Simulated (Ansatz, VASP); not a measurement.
# Al2O3 (Corundum) in two plane-wave programs, part 2 of 2

One calculation is typed for both programs; each brings its own data sets. How far apart do they land? The cell is taken from a series of runs on this material, whose earlier steps may have relaxed, scaled, displaced or heated it; both programs get it as it stands.

VASP 6.6.1 and Ansatz 0.2.0.

So far: The starting structure; Ansatz: single point, HSE06.

## Step 3: VASP: single point, HSE06

Level of this step: HSE06; plane waves and PAW (Al, O) (VASP).

The same cell, functional and mesh now go to VASP, with its own data sets.

Lines of VASP's logs that name or quote its potential files are left out, and so is its time.

The run reads the wave functions of an earlier VASP run, which isn't shown here.

Input file INCAR:

```
SYSTEM = Al2O3
PREC = Accurate
ENCUT = 520
EDIFF = 1E-06
NELM = 100
ISMEAR = 0
SIGMA = 0.01
LREAL = .FALSE.
ALGO = Normal
LHFCALC = .TRUE.
AEXX = 0.25
GGA = PE
HFSCREEN = 0.208
LASPH = .TRUE.
NBANDS = 34
PRECFOCK = Fast
LORBIT = 11
LWAVE = .FALSE.
LCHARG = .FALSE.
KPAR = 8
ISIF = 2
```

Input file POSCAR:

```
Al2O3
1.0
    2.4043564038      1.3881558169      4.3744954554
   -2.4043564038      1.3881558169      4.3744954554
    0.0000000000     -2.7763116339      4.3744954554
Al O
4 6
Direct
    0.3521457860      0.3521457860      0.3521457860
    0.1478542140      0.1478542140      0.1478542140
    0.6478542140      0.6478542140      0.6478542140
    0.8521457860      0.8521457860      0.8521457860
    0.5561701124      0.9438298876      0.2500000000
    0.2500000000      0.5561701124      0.9438298876
    0.9438298876      0.2500000000      0.5561701124
    0.4438298876      0.0561701124      0.7500000000
    0.7500000000      0.4438298876      0.0561701124
    0.0561701124      0.7500000000      0.4438298876
```

Input file KPOINTS:

```
Automatic mesh
0
Gamma
4 4 4
0 0 0
```

PAW data sets: Al and O (PBE family, release 64).

On the command line:

```bash
mpirun -np 8 vasp_std
```

Numbers of over 12 decimals in the logs are rounded to 6 here.

The program printed:

```text
[banner, memory and clock lines left out]
running    8 mpi-ranks, on    1 nodes
 distrk:  each k-point on    1 cores,    8 groups
 distr:  one band on    1 cores,    1 groups

 POSCAR found type information on POSCAR AlO
 POSCAR found :  2 types and      10 ions
|                                                                             |
|           W    W    AA    RRRRR   N    N  II  N    N   GGGG   !!!           |
|           W    W   A  A   R    R  NN   N  II  NN   N  G    G  !!!           |
|           W    W  A    A  R    R  N N  N  II  N N  N  G       !!!           |
|           W WW W  AAAAAA  RRRRR   N  N N  II  N  N N  G  GGG   !            |
|           WW  WW  A    A  R   R   N   NN  II  N   NN  G    G                |
|           W    W  A    A  R    R  N    N  II  N    N   GGGG   !!!           |
|                                                                             |
|     For optimal performance we recommend to set                             |
|       NCORE = 2 up to number-of-cores-per-socket                            |
|     NCORE specifies how many cores store one orbital (NPAR=cpu/NCORE).      |
|     This setting can greatly improve the performance of VASP for DFT.       |
|     The default, NCORE=1 might be grossly inefficient on modern             |
|     multi-core architectures or massively parallel machines. Do your        |
|     Unfortunately you need to use the default for GW and RPA                |
|     calculations (for HF NCORE is supported but not extensively tested      |
|     yet).                                                                   |
|                                                                             |

 LDA part: xc-table for (Slater+PW92), standard interpolation
 found WAVECAR, reading the header
 POSCAR, INCAR and KPOINTS ok, starting setup
 FFT: planning ... GRIDC
 FFT: planning ... GRID_SOFT
 FFT: planning ... GRID
 reading WAVECAR
 the WAVECAR file was read successfully
 initial charge from wavefunction
 entering main loop
       N       E                     dE             d eps       ncg     rms          rms(c)
DAV:   1    -0.901815430792E+02   -0.90182E+02   -0.20860E+00  1136   0.790E+00    0.140E+01
DAV:   2    -0.901963013498E+02   -0.14758E-01   -0.54359E-02  1112   0.126E+00    0.996E+00
DAV:   3    -0.901923728392E+02    0.39285E-02   -0.29406E-03  1090   0.296E-01    0.631E+00
DAV:   4    -0.901912291364E+02    0.11437E-02   -0.69126E-04  1094   0.139E-01    0.378E+00
DAV:   5    -0.901908438604E+02    0.38528E-03   -0.11768E-04  1086   0.725E-02    0.224E+00
DAV:   6    -0.901907110401E+02    0.13282E-03   -0.47000E-05  1094   0.505E-02    0.130E+00
DAV:   7    -0.901906690195E+02    0.42021E-04   -0.15620E-05  1084   0.286E-02    0.755E-01
DAV:   8    -0.901906551730E+02    0.13847E-04   -0.50485E-06  1086   0.153E-02    0.436E-01
DAV:   9    -0.901906506301E+02    0.45428E-05   -0.16911E-06   760   0.894E-03    0.255E-01
DAV:  10    -0.901906495525E+02    0.10776E-05   -0.83197E-07   626   0.666E-03    0.147E-01
DAV:  11    -0.901906493540E+02    0.19850E-06   -0.24828E-07   506   0.358E-03
   1 F= -.90190649E+02 E0= -.90190649E+02  d E =-.455586E-84
```

OUTCAR, selected parts (step 3):

```text
ion  position               nearest neighbor table
   1  0.352  0.352  0.352-   9 1.87   8 1.87  10 1.87   7 1.99   6 1.99   5 1.99   2 2.68   3 2.82
                             3 2.82   3 2.82   2 3.25   2 3.25   2 3.25
   2  0.148  0.148  0.148-  10 1.87   8 1.87   9 1.87   6 1.99   7 1.99   5 1.99   1 2.68   4 2.82
                             4 2.82   4 2.82   1 3.25   1 3.25   1 3.25
   3  0.648  0.648  0.648-   6 1.87   5 1.87   7 1.87  10 1.99   9 1.99   8 1.99   4 2.68   1 2.82
                             1 2.82   1 2.82   4 3.25   4 3.25   4 3.25
   4  0.852  0.852  0.852-   7 1.87   5 1.87   6 1.87   9 1.99  10 1.99   8 1.99   3 2.68   2 2.82
                             2 2.82   2 2.82   3 3.25   3 3.25   3 3.25
   5  0.556  0.944  0.250-   3 1.87   4 1.87   1 1.99   2 1.99
   6  0.250  0.556  0.944-   3 1.87   4 1.87   2 1.99   1 1.99
   7  0.944  0.250  0.556-   4 1.87   3 1.87   1 1.99   2 1.99
   8  0.444  0.056  0.750-   1 1.87   2 1.87   3 1.99   4 1.99
   9  0.750  0.444  0.056-   1 1.87   2 1.87   4 1.99   3 1.99
  10  0.056  0.750  0.444-   2 1.87   1 1.87   3 1.99   4 1.99

  LATTYP: Found a trigonal (rhomboedric) cell.
 ALAT       =     5.1811308397
 COS(alpha) =     0.5692963368

 Subroutine GETGRP returns: Found 12 space group operations
 (whereof  6 operations were pure point group operations)

The static configuration has the point symmetry S_6 .
 The point group associated with its full space group is D_3d.

 Found     13 irreducible k-points:

   k-points           NKPTS =     13   k-points in BZ     NKDIM =     64   number of bands    NBANDS=     34

   dimension x,y,z NGX =    40 NGY =   40 NGZ =   40
   dimension x,y,z NGXF=    80 NGYF=   80 NGZF=   80

   ENCUT  =  520.0 eV  38.22 Ry    6.18 a.u.   9.63  9.63  9.63*2*pi/ulx,y,z

   NELECT =      48.0000    total number of electrons

 k-points in reciprocal lattice and weights: Automatic mesh
   0.00000000  0.00000000  0.00000000       0.016
   0.25000000 -0.00000000  0.00000000       0.094
   0.50000000 -0.00000000  0.00000000       0.047
   0.25000000  0.25000000  0.00000000       0.094
   0.50000000  0.25000000  0.00000000       0.188
  -0.25000000  0.25000000  0.00000000       0.094
   0.50000000  0.50000000  0.00000000       0.047
   0.25000000  0.25000000  0.25000000       0.031
   0.50000000  0.25000000  0.25000000       0.094
  -0.25000000  0.25000000  0.25000000       0.094
   0.50000000  0.50000000  0.25000000       0.094
  -0.25000000  0.50000000  0.25000000       0.094
   0.50000000  0.50000000  0.50000000       0.016

  exchange ACFDT corr.  =         0.00000000  see jH, gK, PRB 81, 115126

 average (electrostatic) potential at core
       1 -68.0756       2 -68.0756       3 -68.0756       4 -68.0756       5 -61.2386
       6 -61.2386       7 -61.2386       8 -61.2386       9 -61.2386      10 -61.2386

 E-fermi :   4.6672

 k-point     1 :       0.0000    0.0000    0.0000
  band No.  band energies     occupation
    ...
     20       3.9777      2.00000
     21       3.9777      2.00000
     22       4.4865      2.00000
     23       4.4865      2.00000
     24       4.5313      2.00000
     25      12.1913      0.00000
     26      15.3079      0.00000
     27      16.9345      0.00000
     28      17.8082      0.00000
     29      17.8082      0.00000
    ...

 k-point     2 :       0.2500   -0.0000    0.0000
  band No.  band energies     occupation
    ...
     20       3.2125      2.00000
     21       3.7073      2.00000
     22       4.0455      2.00000
     23       4.3670      2.00000
     24       4.4106      2.00000
     25      13.5024      0.00000
     26      16.2305      0.00000
     27      16.3472      0.00000
     28      17.0450      0.00000
     29      17.2078      0.00000
    ...

 k-point     3 :       0.5000   -0.0000    0.0000
  band No.  band energies     occupation
    ...
     20       3.1913      2.00000
     21       3.5586      2.00000
     22       3.5586      2.00000
     23       4.2286      2.00000
     24       4.2286      2.00000
     25      15.6480      0.00000
     26      15.6480      0.00000
     27      15.8098      0.00000
     28      15.8098      0.00000
     29      18.1240      0.00000
    ...

  Total       -4.6016983     -4.6016983     -4.2823485      0.0000000      0.0000000      0.0000000
  in kB      -84.1613013    -84.1613013    -78.3206550      0.0000000      0.0000000      0.0000000
  external PRESSURE =     -82.2144192 kB  Pullay stress =       0.0000000 kB

  energy-cutoff  :      520.00
  volume of cell :       87.60
      direct lattice vectors                 reciprocal lattice vectors
     2.404356404  1.388155817  4.374495455     0.207955858  0.120063371  0.076199264
    -2.404356404  1.388155817  4.374495455    -0.207955858  0.120063371  0.076199264
     0.000000000 -2.776311634  4.374495455     0.000000000 -0.240126742  0.076199264

 POSITION                                       TOTAL-FORCE (eV/Angst)
 -----------------------------------------------------------------------------------
      0.00000     -0.00000      4.62138        -0.000000      0.000000     -0.029219
      0.00000     -0.00000      1.94036        -0.000000     -0.000000      0.029219
      0.00000     -0.00000      8.50211        -0.000000     -0.000000      0.029219
      0.00000     -0.00000     11.18312        -0.000000      0.000000     -0.029219
     -0.93207      1.38816      7.65537        -0.036417      0.000000     -0.000000
     -0.73614     -1.50128      7.65537         0.018208     -0.031538      0.000000
      1.66821      0.11312      7.65537         0.018208      0.031538      0.000000
      0.93207     -1.38816      5.46812         0.036417      0.000000     -0.000000
      0.73614      1.50128      5.46812        -0.018208      0.031538      0.000000
     -1.66821     -0.11312      5.46812        -0.018208     -0.031538      0.000000
 -----------------------------------------------------------------------------------
    total drift:                                0.000000     -0.000000      0.000000

  FREE ENERGIE OF THE ION-ELECTRON SYSTEM (eV)
  ---------------------------------------------------
  free  energy   TOTEN  =       -90.1906493540 eV

  energy  without entropy=      -90.1906493540  energy(sigma->0) =      -90.19064935

 total charge
# of ion       s       p       d       tot
------------------------------------------
    1        0.342   0.392   0.000   0.735
    2        0.342   0.392   0.000   0.735
    3        0.342   0.392   0.000   0.735
    4        0.342   0.392   0.000   0.735
    5        1.551   3.649   0.000   5.200
    6        1.551   3.649   0.000   5.200
    7        1.551   3.649   0.000   5.200
    8        1.551   3.649   0.000   5.200
    9        1.551   3.649   0.000   5.200
   10        1.551   3.649   0.000   5.200
--------------------------------------------------
tot         10.676  23.463   0.000  34.139

[... 3 further parts left out ...]
```

The run ends at a pressure of -8.22 GPa, with forces up to 0.036 eV/Å.

## Step 4: Side by side

Known differences besides the potentials themselves: exact exchange at q = 0 is treated differently, which shows on coarse meshes; VASP keeps PBE cores, Ansatz makes them for the functional; fixed occupations in Ansatz, narrow Gaussian smearing in VASP; the cutoff is 420 eV in Ansatz and 520 eV in VASP; VASP takes a coarser grid for exact exchange (PRECFOCK = Fast). Total energies have different zeros and are not compared.

Compared:

| quantity | Ansatz | VASP | difference |
| --- | --- | --- | --- |
| gap on the k mesh (eV) | 7.686 | 7.660 | +0.026 |

A gap on the mesh is an upper bound, since the band edges may lie between its points.

## Step 5: Summary of results

- difference in gap on the k mesh (single point, HSE06): 0.026 eV

**Reading.** The difference in gap on the k mesh is 0.026 eV (single point, HSE06), within the 0.08 eV picked in this series as the mark of a large difference. Such differences can come from data sets, numerical settings and the points named under the comparisons, not from the functional's error against experiment.

[Lines on the potential files, build, host, timing and source positions are cut from VASP's logs without a mark.]

[Logs are printed without paths, hosts, clocks, repeated set-up lines and the standing remarks that a program may print on its own settings, such as how far it seeks lower states.]

[Hosts, paths, dates, database ids (printed as entryN), source tags and the programs' standing remarks are cut or masked in the printed files.]
